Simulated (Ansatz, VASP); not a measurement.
# Cross-check of MnSi (Brownleeite) between VASP and Ansatz, part 2 of 2

Aim: how closely do two programs agree when they are given the same cell, functional and k mesh? The two relaxations start from unlike cells of this crystal (the structure described is Ansatz's start), so only their ends are compared.

VASP 6.6.1 and Ansatz 0.2.0.

So far: Set-up; Ansatz: relaxation of cell and atoms, LDA.

### Step 3. VASP: relaxation of cell and atoms, LDA

Level of this step: LDA, spin-polarised from a ferromagnetic start; plane waves and PAW (Mn_pv, Si) (VASP).

Its own start cell and the same functional (in two slightly different forms), mesh and smearing now go to VASP, with its own data sets.

Lines of VASP's logs that name or quote its potential files are left out, and so is its time.

Input file INCAR:

```
SYSTEM = MnSi
PREC = Accurate
ENCUT = 500
EDIFF = 1E-07
NELM = 200
ISMEAR = 1
SIGMA = 0.25
LREAL = .FALSE.
ALGO = Normal
GGA = CA
NBANDS = 48
ISPIN = 2
MAGMOM = 0.67 0.67 0.67 0.67 -0.02 -0.02 -0.02 -0.02
LASPH = .TRUE.
LMAXMIX = 4
LORBIT = 11
LWAVE = .FALSE.
LCHARG = .FALSE.
ISIF = 3
IBRION = 2
NSW = 80
EDIFFG = -0.005
GGA_COMPAT = .FALSE.
NELMIN = 4
KPAR = 2
```

Input file POSCAR:

```
MnSi
1.0
    4.4221510805      0.0000000000      0.0000000000
    0.0000000000      4.4221510805      0.0000000000
    0.0000000000      0.0000000000      4.4221510805
Mn Si
4 4
Direct
    0.1377468330      0.1377468330      0.1377468330
    0.3622531670      0.8622531670      0.6377468330
    0.6377468330      0.3622531670      0.8622531670
    0.8622531670      0.6377468330      0.3622531670
    0.8455957033      0.8455957033      0.8455957033
    0.6544042967      0.1544042967      0.3455957033
    0.3455957033      0.6544042967      0.1544042967
    0.1544042967      0.3455957033      0.6544042967
```

Input file KPOINTS:

```
Automatic mesh
0
Gamma
8 8 8
0 0 0
```

PAW data sets: Mn_pv and Si (LDA family, release 64).

Started as:

```bash
> mpirun -np 2 vasp_std
```

Numbers of over 12 decimals in the logs are rounded to 6 here.

The log of the run:

```text
[banner, memory and clock lines left out]
running    2 mpi-ranks, on    1 nodes
 distrk:  each k-point on    1 cores,    2 groups
 distr:  one band on    1 cores,    1 groups

 POSCAR found type information on POSCAR MnSi
 POSCAR found :  2 types and       8 ions
 LDA part: xc-table for (Slater(with rela. corr.)+CA(PZ))
 , standard interpolation
 POSCAR, INCAR and KPOINTS ok, starting setup
 FFT: planning ... GRIDC
 FFT: planning ... GRID_SOFT
 FFT: planning ... GRID
 WAVECAR not read
 entering main loop
       N       E                     dE             d eps       ncg     rms          rms(c)
DAV:   1     0.791075925178E+03    0.79108E+03   -0.34547E+04  8648   0.166E+03
DAV:   2    -0.171548825882E+02   -0.80823E+03   -0.76857E+03  8640   0.502E+02
DAV:   3    -0.760595736305E+02   -0.58905E+02   -0.56752E+02  9480   0.146E+02
DAV:   4    -0.776748618283E+02   -0.16153E+01   -0.16046E+01 10408   0.240E+01
DAV:   5    -0.777057347261E+02   -0.30873E-01   -0.30866E-01  9712   0.358E+00    0.375E+01
DAV:   6    -0.780681371832E+02   -0.36240E+00   -0.11828E+02  9552   0.859E+01    0.277E+01
DAV:   7    -0.690321874571E+02    0.90359E+01   -0.51213E+01  9368   0.556E+01    0.914E+00
DAV:   8    -0.688337872497E+02    0.19840E+00   -0.24511E+00  9640   0.736E+00    0.254E+00
DAV:   9    -0.687727098820E+02    0.61077E-01   -0.15328E-01 10248   0.280E+00    0.990E-01
DAV:  10    -0.687675794978E+02    0.51304E-02   -0.87125E-03  9448   0.621E-01    0.556E-01
DAV:  11    -0.687667471190E+02    0.83238E-03   -0.20346E-03 10336   0.235E-01    0.215E-01
DAV:  12    -0.687673575417E+02   -0.61042E-03   -0.70160E-04 10320   0.182E-01    0.172E-01
DAV:  13    -0.687677373703E+02   -0.37983E-03   -0.30971E-04 10184   0.117E-01    0.144E-01
DAV:  14    -0.687686234105E+02   -0.88604E-03   -0.29396E-03  9664   0.415E-01    0.855E-02
DAV:  15    -0.687687315174E+02   -0.10811E-03   -0.52602E-04 11192   0.126E-01    0.502E-02
DAV:  16    -0.687687475340E+02   -0.16017E-04   -0.54290E-05 10400   0.497E-02    0.236E-02
DAV:  17    -0.687687472938E+02    0.24021E-06   -0.98492E-06 10176   0.194E-02    0.736E-03
DAV:  18    -0.687687471980E+02    0.95752E-07   -0.82550E-07  9408   0.629E-03
   1 F= -.68768747E+02 E0= -.68766699E+02  d E =-.687687E+02  mag=     2.1552
[...]
2 F= -.68768383E+02 E0= -.68766609E+02  d E =0.364036E-03  mag=     2.3258
[...]
3 F= -.68769465E+02 E0= -.68767532E+02  d E =-.717490E-03  mag=     2.2355
[...]
4 F= -.68769541E+02 E0= -.68767599E+02  d E =-.759928E-04  mag=     2.2402
 trial-energy change:   -0.000076  1 .order   -0.000075   -0.000120   -0.000031
 step:   1.1844(harm=  1.2013)  dis= 0.00083  next Energy=   -68.769546 (dE=-0.811E-04)
 bond charge predicted
       N       E                     dE             d eps       ncg     rms          rms(c)
DAV:   1    -0.687694780744E+02    0.62597E-04   -0.26249E-03 11560   0.116E+00    0.243E-02
DAV:   2    -0.687695461150E+02   -0.68041E-04   -0.68532E-04  8720   0.152E-01    0.132E-02
DAV:   3    -0.687695470612E+02   -0.94615E-06   -0.17423E-05 10200   0.308E-02    0.848E-03
DAV:   4    -0.687695469301E+02    0.13109E-06   -0.11373E-06  9928   0.709E-03    0.704E-03
DAV:   5    -0.687695466100E+02    0.32004E-06   -0.26116E-07  6616   0.997E-03    0.269E-03
DAV:   6    -0.687695466076E+02    0.24520E-08   -0.19059E-07  5328   0.385E-03
   5 F= -.68769547E+02 E0= -.68767604E+02  d E =-.819191E-04  mag=     2.2423
 curvature:  -0.63 expect dE=-0.124E-05 dE for cont linesearch -0.164E-06
 trial: gam=-0.04148 g(F)=  0.151E-05 g(S)=  0.475E-06 ort = 0.607E-05 (trialstep = 0.949E+00)
 search vector abs. value=  0.173E-05
 reached required accuracy - stopping structural energy minimisation
```

OUTCAR, selected parts (step 3):

```text
ion  position               nearest neighbor table
   1  0.138  0.138  0.138-   5 2.24   6 2.33   7 2.33   8 2.33   7 2.46   8 2.46   6 2.46   3 2.71
                             4 2.71   2 2.71   2 2.71   4 2.71   3 2.71
   2  0.362  0.862  0.638-   6 2.24   5 2.33   7 2.33   8 2.33   7 2.46   8 2.46   5 2.46   1 2.71
                             1 2.71   3 2.71   3 2.71   4 2.71   4 2.71
   3  0.638  0.362  0.862-   7 2.24   6 2.33   5 2.33   8 2.33   8 2.46   6 2.46   5 2.46   1 2.71
                             4 2.71   2 2.71   2 2.71   4 2.71   1 2.71
   4  0.862  0.638  0.362-   8 2.24   6 2.33   7 2.33   5 2.33   6 2.46   5 2.46   7 2.46   1 2.71
                             3 2.71   2 2.71   1 2.71   2 2.71   3 2.71
   5  0.846  0.846  0.846-   1 2.24   2 2.33   3 2.33   4 2.33   3 2.46   4 2.46   2 2.46   6 2.73
                             7 2.73   8 2.73   6 2.73   8 2.73   7 2.73
   6  0.654  0.154  0.346-   2 2.24   1 2.33   3 2.33   4 2.33   3 2.46   4 2.46   1 2.46   8 2.73
                             5 2.73   5 2.73   7 2.73   7 2.73   8 2.73
   7  0.346  0.654  0.154-   3 2.24   2 2.33   1 2.33   4 2.33   4 2.46   2 2.46   1 2.46   8 2.73
                             5 2.73   8 2.73   6 2.73   6 2.73   5 2.73
   8  0.154  0.346  0.654-   4 2.24   2 2.33   3 2.33   1 2.33   2 2.46   1 2.46   3 2.46   7 2.73
                             5 2.73   7 2.73   5 2.73   6 2.73   6 2.73

  LATTYP: Found a simple cubic cell.
 ALAT       =     4.4221510805

 Subroutine GETGRP returns: Found 12 space group operations
 (whereof  3 operations were pure point group operations)

The static configuration has the point symmetry C_3 .
 The point group associated with its full space group is T   .

 Found     45 irreducible k-points:

   k-points           NKPTS =     45   k-points in BZ     NKDIM =     45   number of bands    NBANDS=     48

   dimension x,y,z NGX =    32 NGY =   32 NGZ =   32
   dimension x,y,z NGXF=    64 NGYF=   64 NGZF=   64

   ENCUT  =  500.0 eV  36.75 Ry    6.06 a.u.   8.06  8.06  8.06*2*pi/ulx,y,z

   NELECT =      68.0000    total number of electrons

 k-points in reciprocal lattice and weights: Automatic mesh
   0.00000000  0.00000000  0.00000000       0.002
   0.12500000  0.00000000  0.00000000       0.012
   0.25000000  0.00000000  0.00000000       0.012
   0.37500000  0.00000000  0.00000000       0.012
   0.50000000  0.00000000  0.00000000       0.006
   0.12500000  0.12500000  0.00000000       0.023
   0.25000000  0.12500000  0.00000000       0.023
  -0.12500000  0.25000000  0.00000000       0.023
   0.37500000  0.12500000  0.00000000       0.023
[...]
0.50000000  0.50000000  0.37500000       0.012
   0.50000000  0.50000000  0.50000000       0.002

 average (electrostatic) potential at core
       1 -63.1201       2 -63.1201       3 -63.1201       4 -63.1201       5 -78.8337
       6 -78.8337       7 -78.8337       8 -78.8337

 E-fermi :  11.8085

 spin component 1
 k-point     1 :       0.0000    0.0000    0.0000
  band No.  band energies     occupation
    ...
     30       9.9767      1.00000
     31       9.9767      1.00000
     32      11.7892      0.56490
     33      11.7892      0.56490
     34      11.7892      0.56490
     35      11.9110      0.18326
     36      11.9110      0.18325
     37      12.9447     -0.00000
     38      12.9447     -0.00000
     39      12.9447     -0.00000
    ...

 k-point     2 :       0.1250    0.0000    0.0000
  band No.  band energies     occupation
    ...
     29       9.8223      1.00000
     30       9.9721      1.00000
     31      10.2170      1.00000
     32      11.6172      0.98056
     33      11.6341      0.95906
     34      11.8748      0.28388
     35      11.9109      0.18334
     36      12.0087      0.00968
     37      12.7117     -0.00000
     38      12.8920     -0.00000
    ...

 k-point     3 :       0.2500    0.0000    0.0000
  band No.  band energies     occupation
    ...
     30       9.9427      1.00000
     31      10.3643      1.00000
     32      11.2640      1.00432
     33      11.5488      1.02868
     34      11.7729      0.61911
     35      11.9201      0.16076
     36      12.1273     -0.03509
     37      12.5170     -0.00023
     38      12.7431     -0.00000
     39      13.6675     -0.00000
    ...

 k-point     4 :       0.3750    0.0000    0.0000
  band No.  band energies     occupation
    ...
     30      10.1971      1.00000
     31      10.4572      1.00000
     32      10.9810      1.00001
     33      11.5202      1.03459
     34      11.6564      0.92374
     35      11.9711      0.05866
     36      12.1099     -0.03540
     37      12.3886     -0.00248
     38      12.5372     -0.00015
     39      13.8531     -0.00000
    ...

 k-point     5 :       0.5000    0.0000    0.0000
  band No.  band energies     occupation
    ...
     30      10.0673      1.00000
     31      10.7426      1.00000
     32      10.7426      1.00000
     33      11.5629      1.02321
     34      11.5629      1.02321
     35      12.0621     -0.02658
     36      12.0621     -0.02658
     37      12.3741     -0.00313
     38      12.3741     -0.00313
     39      14.0277     -0.00000
    ...

 k-point     6 :       0.1250    0.1250    0.0000
  band No.  band energies     occupation
    ...
     30       9.9850      1.00000
     31      10.3336      1.00000
     32      11.5331      1.03270
     33      11.6066      0.99195
     34      11.7979      0.53587
     35      11.8865      0.24956
     36      12.0491     -0.02080
     37      12.6074     -0.00003
     38      12.9181     -0.00000
     39      13.3217     -0.00000
    ...

  Total       -0.0051251     -0.0051251     -0.0051251     -0.0000000      0.0000000     -0.0000000
  in kB       -0.0946205     -0.0946205     -0.0946205     -0.0000000      0.0000000     -0.0000000
  external PRESSURE =      -0.0946205 kB  Pullay stress =       0.0000000 kB

  energy-cutoff  :      500.00
  volume of cell :       86.78
      direct lattice vectors                 reciprocal lattice vectors
     4.427345759  0.000000000  0.000000000     0.225868964 -0.000000000  0.000000000
     0.000000000  4.427345759 -0.000000000    -0.000000000  0.225868964 -0.000000000
    -0.000000000  0.000000000  4.427345759    -0.000000000  0.000000000  0.225868964

 POSITION                                       TOTAL-FORCE (eV/Angst)
 -----------------------------------------------------------------------------------
      0.60882      0.60882      0.60882        -0.000162     -0.000162     -0.000162
      1.60486      3.81853      2.82249         0.000162      0.000162     -0.000162
      2.82249      1.60486      3.81853        -0.000162      0.000162      0.000162
      3.81853      2.82249      1.60486         0.000162     -0.000162      0.000162
      3.74333      3.74333      3.74333        -0.001608     -0.001608     -0.001608
      2.89769      0.68402      1.52966         0.001608      0.001608     -0.001608
      1.52966      2.89769      0.68402        -0.001608      0.001608      0.001608
      0.68402      1.52966      2.89769         0.001608     -0.001608      0.001608
 -----------------------------------------------------------------------------------
    total drift:                                0.000001      0.000000      0.000000

  FREE ENERGIE OF THE ION-ELECTRON SYSTEM (eV)
  ---------------------------------------------------
  free  energy   TOTEN  =       -68.7695466076 eV

  energy  without entropy=      -68.7637175241  energy(sigma->0) =      -68.76760358

 reached required accuracy - stopping structural energy minimisation

 total charge
# of ion       s       p       d       tot
------------------------------------------
    1        0.356   6.424   5.388  12.169
    2        0.356   6.424   5.388  12.169
    3        0.356   6.424   5.388  12.169
    4        0.356   6.424   5.388  12.169
    5        0.752   0.950   0.000   1.702
    6        0.752   0.950   0.000   1.702
    7        0.752   0.950   0.000   1.702
    8        0.752   0.950   0.000   1.702
--------------------------------------------------
tot          4.430  29.497  21.554  55.481

 magnetization (x)
# of ion       s       p       d       tot
------------------------------------------
    1       -0.000   0.002   0.574   0.576
    2       -0.000   0.002   0.574   0.576
    3       -0.000   0.002   0.574   0.576
    4       -0.000   0.002   0.574   0.576
    5       -0.005  -0.015   0.000  -0.020
    6       -0.005  -0.015   0.000  -0.020
    7       -0.005  -0.015   0.000  -0.020
    8       -0.005  -0.015   0.000  -0.020
--------------------------------------------------
tot         -0.022  -0.049   2.296   2.224

[... 6 further parts left out ...]
```

The magnetic state follows from one typed start and may not be the lowest.

### Step 4. Side by side

Known differences besides the potentials themselves: VASP starts from the moments at which Ansatz ended; the two LDA forms differ slightly; the data sets hold 76 valence electrons in Ansatz (on its default PAW (the set named soft_2) files) and 68 in VASP; the cutoff is 420 eV in Ansatz and 500 eV in VASP; VASP's log shows a relativistic correction to its local exchange, Ansatz's none; Ansatz adds a Pulay correction to the stress that steers its cell, VASP none; site moments are counted in spheres of each program's own size. Total energies have different zeros and are not compared.

Both answers:

| quantity | Ansatz | VASP | difference |
| --- | --- | --- | --- |
| volume (Å³) | 86.85 | 86.78 | +0.08 % |
| edge a after relaxation, in the typed setting (Å) | 4.428 | 4.427 | +0.03 % |
| total moment (μB) | 2.76 | 2.24 | +0.52 |
| moment on Mn1 (μB) | 0.67 | 0.58 | +0.10 |
| moment on Mn2 (μB) | 0.67 | 0.58 | +0.10 |
| moment on Mn3 (μB) | 0.67 | 0.58 | +0.10 |
| moment on Mn4 (μB) | 0.67 | 0.58 | +0.10 |

By their total or site moments the two runs ended in different magnetic states; the other differences may follow from that, so they don't measure the programs' precision.

### Step 5. Outcome

```
difference in total moment (relaxation of cell and atoms, LDA) : 0.52 μB
```

**Reading.** The difference in total moment is 0.52 μB (relaxation of cell and atoms, LDA). The data sets hold unlike numbers of valence electrons (76 in Ansatz and 68 in VASP), so part of the differences comes from the potentials. The runs of the relaxation of cell and atoms, LDA pair ended with unlike moments, so it says little about numerical agreement. What causes the difference of the relaxation of cell and atoms, LDA pair stays open here. How closely two codes agree says nothing of how well the functional describes the real material.

[Lines on the potential files, build, host, timing and source positions are cut from VASP's logs without a mark.]

[Logs are printed without paths, hosts, clocks, repeated set-up lines and the standing remarks that a program may print on its own settings, such as how far it seeks lower states.]

[Hosts, paths, dates, database ids (printed as entryN), source tags and the programs' standing remarks are cut or masked in the printed files.]
